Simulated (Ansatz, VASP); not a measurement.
# LiH in two plane-wave programs, part 2 of 2

Aim: how closely do two programs agree when they are given the same cell, functional and k mesh? The cell is taken from a series of runs on this material, whose earlier steps may have relaxed, scaled, displaced or heated it; both programs get it as it stands.

VASP 6.6.1 and Ansatz 0.2.0.

So far: Set-up; Ansatz: zone-centre phonons, LDA.

## Step 3: VASP: zone-centre phonons, LDA

Level of this step: LDA; plane waves and PAW (Li_sv, H) (VASP).

The same cell, functional (in two slightly different forms) and mesh now go to VASP, with its own data sets.

Lines of VASP's logs that name or quote its potential files are left out, and so is its time.

The input, INCAR:

```
SYSTEM = LiH
PREC = Accurate
ENCUT = 750
EDIFF = 1E-08
NELM = 120
ISMEAR = 0
SIGMA = 0.01
LREAL = .FALSE.
ALGO = Normal
GGA = PW92
NBANDS = 8
LORBIT = 11
LWAVE = .FALSE.
LCHARG = .FALSE.
ISIF = 2
IBRION = 8
LEPSILON = .TRUE.
LASPH = .TRUE.
GGA_COMPAT = .FALSE.
EFERMI = MIDGAP
KPAR = 2
```

The input, POSCAR:

```
LiH
1.0
    0.0000000000      1.9550192617      1.9550192617
    1.9550192617      0.0000000000      1.9550192617
    1.9550192617      1.9550192617      0.0000000000
Li H
1 1
Direct
    0.0000000000      0.0000000000      0.0000000000
    0.5000000000      0.5000000000      0.5000000000
```

The input, KPOINTS:

```
Automatic mesh
0
Gamma
12 12 12
0 0 0
```

The projector-augmented-wave data sets are Li_sv and H (LDA family, release 64).

Run with:

```
> mpirun -np 2 vasp_std
```

Output:

```text
[banner, memory and clock lines left out]
running    2 mpi-ranks, on    1 nodes
 distrk:  each k-point on    1 cores,    2 groups
 distr:  one band on    1 cores,    1 groups

 POSCAR found type information on POSCAR LiH
 POSCAR found :  2 types and       2 ions
|                                                                             |
|               ----> ADVICE to this user running VASP <----                  |
|                                                                             |
|     You enforced a specific xc type in the INCAR file but a different       |
|     [... a line on the potential file left out ...]
|     I HOPE YOU KNOW WHAT YOU ARE DOING!                                     |
|                                                                             |

 LDA part: xc-table for (Slater(with rela. corr.)+PW92), standard interpolation
 POSCAR, INCAR and KPOINTS ok, starting setup
 FFT: planning ... GRIDC
 FFT: planning ... GRID_SOFT
 FFT: planning ... GRID
 WAVECAR not read
 entering main loop
       N       E                     dE             d eps       ncg     rms          rms(c)
DAV:   1    -0.237625738354E+01   -0.23763E+01   -0.20045E+03  1152   0.605E+02
DAV:   2    -0.669458641515E+01   -0.43183E+01   -0.43183E+01  1576   0.536E+01
DAV:   3    -0.674683147283E+01   -0.52245E-01   -0.52245E-01  1424   0.585E+00
DAV:   4    -0.674707504469E+01   -0.24357E-03   -0.24357E-03  1680   0.350E-01
DAV:   5    -0.674707550480E+01   -0.46011E-06   -0.46011E-06  1496   0.109E-02    0.286E+00
DAV:   6    -0.655349227379E+01    0.19358E+00   -0.17296E-01  1400   0.135E+00    0.141E+00
DAV:   7    -0.648739843122E+01    0.66094E-01   -0.21022E-01  1568   0.162E+00    0.206E-01
DAV:   8    -0.648812188257E+01   -0.72345E-03   -0.30426E-03  1232   0.417E-01    0.460E-02
DAV:   9    -0.648805682216E+01    0.65060E-04   -0.22838E-04  1704   0.675E-02    0.388E-03
DAV:  10    -0.648805656027E+01    0.26189E-06   -0.43464E-06  1376   0.174E-02    0.274E-03
DAV:  11    -0.648805660489E+01   -0.44621E-07   -0.81753E-08  1832   0.161E-03    0.272E-04
DAV:  12    -0.648805660155E+01    0.33386E-08   -0.28918E-09  1136   0.430E-04
   1 F= -.64880566E+01 E0= -.64880566E+01  d E =0.000000E+00
 Linear response reoptimize wavefunctions to high precision
DAV:   1    -0.648805660191E+01   -0.36115E-09   -0.22128E-09  1552   0.223E-04
DAV:   2    -0.648805660192E+01   -0.48317E-11   -0.47621E-11   776   0.634E-05
 Linear response G [H, r] |phi>, progress :
  Direction:   1
       N       E                     dE             d eps       ncg     rms
RMM:   1    -0.844106036594E+01   -0.84411E+01    0.60980E+02  1475   0.211E+02
RMM:   2    -0.129313077794E+02   -0.44902E+01   -0.52720E+00  2507   0.138E+01
RMM:   3    -0.130731256810E+02   -0.14182E+00   -0.51796E-01  2681   0.297E+00
RMM:   4    -0.130808887074E+02   -0.77630E-02   -0.12328E-02  2639   0.496E-01
RMM:   5    -0.130812774004E+02   -0.38869E-03   -0.79566E-04  2618   0.124E-01
RMM:   6    -0.130813008840E+02   -0.23484E-04   -0.65618E-05  2590   0.342E-02
RMM:   7    -0.130813031306E+02   -0.22467E-05   -0.41712E-06  2671   0.101E-02
RMM:   8    -0.130813033026E+02   -0.17196E-06   -0.36592E-06  2629   0.339E-03
RMM:   9    -0.130813033441E+02   -0.41491E-07   -0.10104E-05  2561   0.132E-03
RMM:  10    -0.130813033544E+02   -0.10318E-07   -0.83850E-06  2466   0.543E-04
RMM:  11    -0.130813033184E+02    0.35977E-07   -0.23883E-06  2211   0.253E-04
RMM:  12    -0.130813032636E+02    0.54862E-07    0.24285E-07  1973   0.140E-04
RMM:  13    -0.130813032636E+02   -0.47503E-10   -0.36590E-07  1785   0.953E-05
RMM:  14    -0.130813032642E+02   -0.59714E-09   -0.25640E-07  1597   0.776E-05
RMM:  15    -0.130813032642E+02   -0.19108E-10   -0.23261E-07  1470   0.716E-05
RMM:  16    -0.130813032642E+02   -0.48317E-11   -0.20428E-07  1409   0.705E-05
RMM:  17    -0.130813032642E+02   -0.91305E-12   -0.18722E-07  1323   0.704E-05
RMM:  18    -0.130813032642E+02   -0.25402E-12   -0.17877E-07  1228   0.704E-05
 Linear response G [H, r] |phi>, progress :
  Direction:   2
       N       E                     dE             d eps       ncg     rms
RMM:   1    -0.687267413081E+01   -0.68727E+01    0.90448E+02  1431   0.263E+02
RMM:   2    -0.110273989776E+02   -0.41547E+01   -0.61759E+00  2479   0.150E+01
RMM:   3    -0.111641493474E+02   -0.13675E+00   -0.60606E-01  2671   0.335E+00
RMM:   4    -0.111731070926E+02   -0.89577E-02   -0.15344E-02  2623   0.520E-01
RMM:   5    -0.111735507591E+02   -0.44367E-03   -0.13389E-03  2637   0.144E-01
RMM:   6    -0.111735830439E+02   -0.32285E-04   -0.57875E-05  2603   0.357E-02
RMM:   7    -0.111735854876E+02   -0.24437E-05   -0.66981E-06  2648   0.123E-02
RMM:   8    -0.111735856869E+02   -0.19923E-06   -0.43508E-07  2659   0.387E-03
RMM:   9    -0.111735856742E+02    0.12642E-07   -0.18741E-06  2568   0.155E-03
[...]
RMM:  10    -0.984573032524E-01    0.79967E-08   -0.60921E-06  2025   0.835E-05
RMM:  11    -0.984572912507E-01    0.12002E-07   -0.15915E-06  1680   0.331E-05
RMM:  12    -0.984572826776E-01    0.85731E-08   -0.24038E-07  1460   0.225E-05
RMM:  13    -0.984572780323E-01    0.46452E-08   -0.66881E-11  1339   0.211E-05
 change of polarisation eV/A/(eV/A) component  1 :     0.197    -0.106    -0.123
[...]
Linear response to external field, progress :
  Direction:   1
       N       E                     dE             d eps       ncg     rms          rms(c)
RMM:   1    -0.152601502728E+00   -0.15260E+00   -0.37572E-01  5813   0.327E+00
RMM:   2    -0.168283498874E+00   -0.15682E-01   -0.70931E-03  5651   0.683E-01    0.512E-01
RMM:   3    -0.169268130247E+00   -0.98463E-03   -0.32032E-03  5677   0.331E-01    0.302E-01
RMM:   4    -0.180433658611E+00   -0.11166E-01   -0.19256E-03  5375   0.257E-01    0.186E-02
RMM:   5    -0.181298857734E+00   -0.86520E-03   -0.23478E-04  5921   0.784E-02    0.728E-03
RMM:   6    -0.181273295792E+00    0.25562E-04   -0.21271E-05  5900   0.196E-02    0.134E-03
RMM:   7    -0.181254133170E+00    0.19163E-04   -0.16710E-05  6059   0.610E-03    0.346E-04
RMM:   8    -0.181247443989E+00    0.66892E-05   -0.64885E-06  6160   0.195E-03    0.605E-05
RMM:   9    -0.181245015006E+00    0.24290E-05   -0.20761E-05  6164   0.709E-04    0.155E-05
RMM:  10    -0.181245148024E+00   -0.13302E-06   -0.16111E-05  5303   0.231E-04    0.240E-06
 change of polarisation eV/A/(eV/A) component  1 :     0.332    -0.055    -0.040
 dielectric tensor                  component  1 :     5.014    -0.665    -0.479
 Linear response to external field, progress :
  Direction:   2
       N       E                     dE             d eps       ncg     rms          rms(c)
RMM:   1    -0.152601503622E+00   -0.15260E+00   -0.37572E-01  5826   0.327E+00
RMM:   2    -0.168283500591E+00   -0.15682E-01   -0.70929E-03  5673   0.683E-01    0.512E-01
RMM:   3    -0.169268133906E+00   -0.98463E-03   -0.32026E-03  5710   0.331E-01    0.302E-01
RMM:   4    -0.180433741202E+00   -0.11166E-01   -0.19244E-03  5408   0.257E-01    0.186E-02
RMM:   5    -0.181298918604E+00   -0.86518E-03   -0.23480E-04  5949   0.784E-02    0.728E-03
RMM:   6    -0.181273324752E+00    0.25594E-04   -0.21025E-05  5925   0.196E-02    0.134E-03
RMM:   7    -0.181254051588E+00    0.19273E-04   -0.13694E-05  6094   0.613E-03    0.347E-04
RMM:   8    -0.181247454235E+00    0.65974E-05   -0.90648E-06  6190   0.196E-03    0.611E-05
RMM:   9    -0.181245059106E+00    0.23951E-05   -0.16245E-05  6187   0.703E-04    0.157E-05
RMM:  10    -0.181245187110E+00   -0.12800E-06   -0.17169E-05  5317   0.236E-04    0.202E-06
 change of polarisation eV/A/(eV/A) component  2 :    -0.034     0.332    -0.002
 dielectric tensor                  component  2 :    -0.413     5.014    -0.024
 Linear response to external field, progress :
  Direction:   3
       N       E                     dE             d eps       ncg     rms          rms(c)
RMM:   1    -0.152601503619E+00   -0.15260E+00   -0.37572E-01  5831   0.327E+00
RMM:   2    -0.168283500594E+00   -0.15682E-01   -0.70929E-03  5672   0.683E-01    0.512E-01
RMM:   3    -0.169268134252E+00   -0.98463E-03   -0.32025E-03  5707   0.331E-01    0.302E-01
RMM:   4    -0.180433641330E+00   -0.11166E-01   -0.19242E-03  5404   0.257E-01    0.186E-02
RMM:   5    -0.181298861869E+00   -0.86522E-03   -0.23482E-04  5940   0.784E-02    0.728E-03
RMM:   6    -0.181273314695E+00    0.25547E-04   -0.21338E-05  5901   0.196E-02    0.134E-03
RMM:   7    -0.181254121569E+00    0.19193E-04   -0.18782E-05  6105   0.612E-03    0.346E-04
RMM:   8    -0.181247306314E+00    0.68153E-05   -0.14773E-05  6188   0.199E-03    0.588E-05
RMM:   9    -0.181245156166E+00    0.21501E-05   -0.23933E-05  6206   0.751E-04    0.152E-05
RMM:  10    -0.181245197227E+00   -0.41061E-07   -0.18539E-05  5387   0.252E-04    0.240E-06
 change of polarisation eV/A/(eV/A) component  3 :    -0.005    -0.019     0.332
 dielectric tensor                  component  3 :    -0.066    -0.235     5.014
 Linear response DOF=           2
 Linear response progress:
  Degree of freedom:   1/  2
       N       E                     dE             d eps       ncg     rms          rms(c)
RMM:   1    -0.169082676968E+00   -0.16908E+00    0.55005E+00  3256   0.225E+01
RMM:   2    -0.176707860205E+00   -0.76252E-02   -0.15799E-02  4542   0.120E+00    0.499E-02
RMM:   3    -0.176741108452E+00   -0.33248E-04   -0.81884E-04  5445   0.212E-01    0.246E-02
RMM:   4    -0.176703706979E+00    0.37401E-04   -0.85728E-05  5529   0.605E-02    0.459E-03
RMM:   5    -0.176702995023E+00    0.71196E-06   -0.40791E-06  5795   0.135E-02    0.797E-04
RMM:   6    -0.176711588462E+00   -0.85934E-05   -0.33422E-07  5735   0.317E-03    0.482E-04
RMM:   7    -0.176721540667E+00   -0.99522E-05   -0.45509E-08  5526   0.112E-03    0.144E-04
RMM:   8    -0.176720609575E+00    0.93109E-06   -0.37776E-08  5870   0.421E-04    0.156E-05
RMM:   9    -0.176720330293E+00    0.27928E-06   -0.87771E-08  6027   0.156E-04    0.357E-06
RMM:  10    -0.176720349896E+00   -0.19603E-07   -0.64054E-08  6377   0.684E-05    0.278E-06
RMM:  11    -0.176720395584E+00   -0.45688E-07   -0.64427E-09  6092   0.326E-05    0.253E-07
RMM:  12    -0.176720398522E+00   -0.29377E-08   -0.22265E-08  5438   0.203E-05    0.848E-08
 first order change of Fermi-energy   0.47585E-03
 force on displaced ion       1 direction 1 :  -1.349   0.000   0.000
 Born effective charge ion    1 direction 1 :   1.026   0.000   0.000
 Linear response progress:
  Degree of freedom:   2/  2
       N       E                     dE             d eps       ncg     rms          rms(c)
RMM:   1    -0.154704971859E-01   -0.15470E-01   -0.58563E-03  5647   0.590E-01
RMM:   2    -0.158299705984E-01   -0.35947E-03   -0.46925E-04  5334   0.964E-02    0.102E-01
RMM:   3    -0.162796264628E-01   -0.44966E-03   -0.61329E-05  5181   0.369E-02    0.593E-02
RMM:   4    -0.172504752578E-01   -0.97085E-03   -0.36483E-05  4876   0.338E-02    0.166E-03
RMM:   5    -0.172629858231E-01   -0.12511E-04   -0.17126E-06  5611   0.684E-03    0.895E-04
RMM:   6    -0.172596659833E-01    0.33198E-05   -0.15565E-07  5676   0.173E-03    0.782E-05
RMM:   7    -0.172601768101E-01   -0.51083E-06   -0.85498E-09  5930   0.434E-04    0.577E-05
RMM:   8    -0.172594602822E-01    0.71653E-06   -0.93399E-09  5990   0.129E-04    0.591E-06
RMM:   9    -0.172594378315E-01    0.22451E-07   -0.36890E-08  6145   0.400E-05    0.378E-06
RMM:  10    -0.172593714007E-01    0.66431E-07   -0.45962E-08  6162   0.147E-05    0.198E-07
RMM:  11    -0.172593718262E-01   -0.42543E-09   -0.18747E-08  5579   0.591E-06    0.167E-07
 first order change of Fermi-energy  -0.10954E-02
 force on displaced ion       2 direction 1 :  -1.352   0.000   0.000
 Born effective charge ion    2 direction 1 :  -1.027   0.000   0.000
 Born effective charges drift removed
 Linear response finished
```

Parts of OUTCAR (step 3):

```text
ion  position               nearest neighbor table
   1  0.000  0.000  0.000-
   2  0.500  0.500  0.500-

  LATTYP: Found a face centered cubic cell.
 ALAT       =     3.9100385234

 Subroutine GETGRP returns: Found 48 space group operations
 (whereof 48 operations were pure point group operations)

The static configuration has the point symmetry O_h .

 Found     72 irreducible k-points:

   k-points           NKPTS =     72   k-points in BZ     NKDIM =     72   number of bands    NBANDS=      8

   dimension x,y,z NGX =    28 NGY =   28 NGZ =   28
   dimension x,y,z NGXF=    56 NGYF=   56 NGZF=   56

   ENCUT  =  750.0 eV  55.12 Ry    7.42 a.u.   6.17  6.17  6.17*2*pi/ulx,y,z

   NELECT =       4.0000    total number of electrons

 k-points in reciprocal lattice and weights: Automatic mesh
   0.00000000  0.00000000  0.00000000       0.001
   0.08333333  0.00000000  0.00000000       0.005
   0.16666667  0.00000000  0.00000000       0.005
   0.25000000  0.00000000  0.00000000       0.005
   0.33333333  0.00000000  0.00000000       0.005
   0.41666667  0.00000000  0.00000000       0.005
   0.50000000  0.00000000  0.00000000       0.002
   0.08333333  0.08333333  0.00000000       0.003
   0.16666667  0.08333333  0.00000000       0.014
[...]
-0.33333333  0.50000000  0.16666667       0.007
  -0.25000000  0.50000000  0.25000000       0.003

 average (electrostatic) potential at core
       1 -65.5997       2 -33.3409

  Total       -0.0204746     -0.0204746     -0.0204746     -0.0000000     -0.0000000     -0.0000000
  in kB       -2.1950421     -2.1950421     -2.1950421     -0.0000000     -0.0000000     -0.0000000
  external PRESSURE =      -2.1950421 kB  Pullay stress =       0.0000000 kB

  energy-cutoff  :      750.00
  volume of cell :       14.94
      direct lattice vectors                 reciprocal lattice vectors
     0.000000000  1.955019262  1.955019262    -0.255751956  0.255751956  0.255751956
     1.955019262  0.000000000  1.955019262     0.255751956 -0.255751956  0.255751956
     1.955019262  1.955019262  0.000000000     0.255751956  0.255751956 -0.255751956

 POSITION                                       TOTAL-FORCE (eV/Angst)
 -----------------------------------------------------------------------------------
      0.00000      0.00000      0.00000         0.000000      0.000000      0.000000
      1.95502      1.95502      1.95502        -0.000000     -0.000000     -0.000000
 -----------------------------------------------------------------------------------
    total drift:                                0.000000      0.000000      0.000000

 MACROSCOPIC STATIC DIELECTRIC TENSOR (including local field effects in DFT)
 ------------------------------------------------------
           5.013942     0.000000    -0.000000
           0.000000     5.013942    -0.000000
           0.000000    -0.000000     5.013942
 ------------------------------------------------------

 PIEZOELECTRIC TENSOR (including local field effects)  for field in x, y, z        (C/m^2)
          XX          YY          ZZ          XY          YZ          ZX
  --------------------------------------------------------------------------------
  x     0.00000     0.00000     0.00000     0.00000     0.00000     0.00000
  y     0.00000     0.00000     0.00000     0.00000     0.00000     0.00000
  z     0.00000     0.00000     0.00000     0.00000     0.00000     0.00000

 BORN EFFECTIVE CHARGES (including local field effects) (in |e|, cummulative output)
 ---------------------------------------------------------------------------------
 ion    1
    1     1.02676     0.00000     0.00000
    2     0.00000     1.02676     0.00000
    3     0.00000     0.00000     1.02676
 ion    2
    1    -1.02676    -0.00000    -0.00000
    2    -0.00000    -1.02676    -0.00000
    3     0.00000    -0.00000    -1.02676

 Eigenvectors and eigenvalues of the dynamical matrix
 ----------------------------------------------------

   1 f  =   19.428002 THz   122.069739 2PiTHz  648.048405 cm-1    80.347726 meV
             X         Y         Z           dx          dy          dz
      0.000000  0.000000  0.000000     0.000000    0.353001    0.000000
      1.955019  1.955019  1.955019     0.000000   -0.935623    0.000000

   2 f  =   19.428002 THz   122.069739 2PiTHz  648.048405 cm-1    80.347726 meV
             X         Y         Z           dx          dy          dz
      0.000000  0.000000  0.000000    -0.353001    0.000000    0.000000
      1.955019  1.955019  1.955019     0.935623    0.000000    0.000000

   3 f  =   19.428002 THz   122.069739 2PiTHz  648.048405 cm-1    80.347726 meV
             X         Y         Z           dx          dy          dz
      0.000000  0.000000  0.000000     0.000000    0.000000   -0.353001
      1.955019  1.955019  1.955019     0.000000    0.000000    0.935623

   4 f/i=    0.006896 THz     0.043331 2PiTHz    0.230035 cm-1     0.028521 meV
             X         Y         Z           dx          dy          dz
      0.000000  0.000000  0.000000     0.935623    0.000000    0.000000
      1.955019  1.955019  1.955019     0.353001    0.000000    0.000000

   5 f/i=    0.006896 THz     0.043331 2PiTHz    0.230035 cm-1     0.028521 meV
             X         Y         Z           dx          dy          dz
      0.000000  0.000000  0.000000     0.000000   -0.935623    0.000000
      1.955019  1.955019  1.955019     0.000000   -0.353001    0.000000

   6 f/i=    0.006896 THz     0.043331 2PiTHz    0.230035 cm-1     0.028521 meV
             X         Y         Z           dx          dy          dz
      0.000000  0.000000  0.000000     0.000000    0.000000    0.935623
      1.955019  1.955019  1.955019     0.000000    0.000000    0.353001

 MACROSCOPIC STATIC DIELECTRIC TENSOR IONIC CONTRIBUTION
 ------------------------------------------------------
           9.452117     0.000000     0.000000
           0.000000     9.452117     0.000000
           0.000000     0.000000     9.452117
 ------------------------------------------------------

 ELASTIC MODULI CONTR FROM IONIC RELAXATION (kBar)
 Direction    XX          YY          ZZ          XY          YZ          ZX
 --------------------------------------------------------------------------------
 XX           0.0000      0.0000      0.0000      0.0000      0.0000      0.0000
 YY           0.0000      0.0000      0.0000      0.0000      0.0000      0.0000
 ZZ           0.0000      0.0000      0.0000      0.0000      0.0000      0.0000
 XY           0.0000      0.0000      0.0000      0.0000      0.0000      0.0000
 YZ           0.0000      0.0000      0.0000      0.0000      0.0000      0.0000
 ZX           0.0000      0.0000      0.0000      0.0000      0.0000      0.0000
 --------------------------------------------------------------------------------

 PIEZOELECTRIC TENSOR IONIC CONTR  for field in x, y, z        (C/m^2)
          XX          YY          ZZ          XY          YZ          ZX
  --------------------------------------------------------------------------------
  x     0.00000     0.00000     0.00000     0.00000     0.00000     0.00000
  y     0.00000     0.00000     0.00000     0.00000     0.00000     0.00000
  z     0.00000     0.00000     0.00000     0.00000     0.00000     0.00000
```

## Step 4: Differences

Known differences besides the potentials themselves: fixed occupations in Ansatz, narrow Gaussian smearing in VASP; VASP's response is taken on the typed mesh, Ansatz refines its own for the field response alone; the cutoff is 897.976 eV in Ansatz and 750 eV in VASP; VASP's log shows a relativistic correction to its local exchange, Ansatz's none; Ansatz's log warns that its cutoff lies below the recommended one. Total energies have different zeros and are not compared.

Both answers:

| quantity | Ansatz | VASP | difference |
| --- | --- | --- | --- |
| ε∞ xx | 4.98 | 5.01 | -0.65 % |
| ε∞ yy | 4.98 | 5.01 | -0.65 % |
| ε∞ zz | 4.98 | 5.01 | -0.65 % |
| Born charge of Li1 (mean of the diagonal) (e) | 1.03 | 1.03 | 0.00 |
| Born charge of H2 (mean of the diagonal) (e) | -1.03 | -1.03 | 0.00 |
| optical mode 1 to 3 (cm⁻¹) | 646.9 | 648.0 | -0.17 % |

Modes are paired by rising frequency, not by their patterns, so a pair may set unlike modes beside each other; they are those without the splitting of longitudinal modes.

## Step 5: What came out

```
r.m.s. difference of the optical zone-centre modes, each program's sorted by frequency (zone-centre phonons, LDA) : 1.1 cm⁻¹
difference in ε∞ xx (zone-centre phonons, LDA)                                                                    : -0.6 %
```

The r.m.s. difference of the optical zone-centre modes, each program's sorted by frequency is 1.1 cm⁻¹ (zone-centre phonons, LDA). Among the rows given in per cent, the largest difference of the zone-centre phonons, LDA pair is in ε∞ xx, -0.6 %. Such differences can come from data sets, numerical settings and the points named under the comparisons, not from the functional's error against experiment.

[Lines on the potential files, build, host, timing and source positions are cut from VASP's logs without a mark.]

[Logs are printed without paths, hosts, clocks, repeated set-up lines and the standing remarks that a program may print on its own settings, such as how far it seeks lower states.]

[Hosts, paths, dates, database ids (printed as entryN), source tags and the programs' standing remarks are cut or masked in the printed files.]
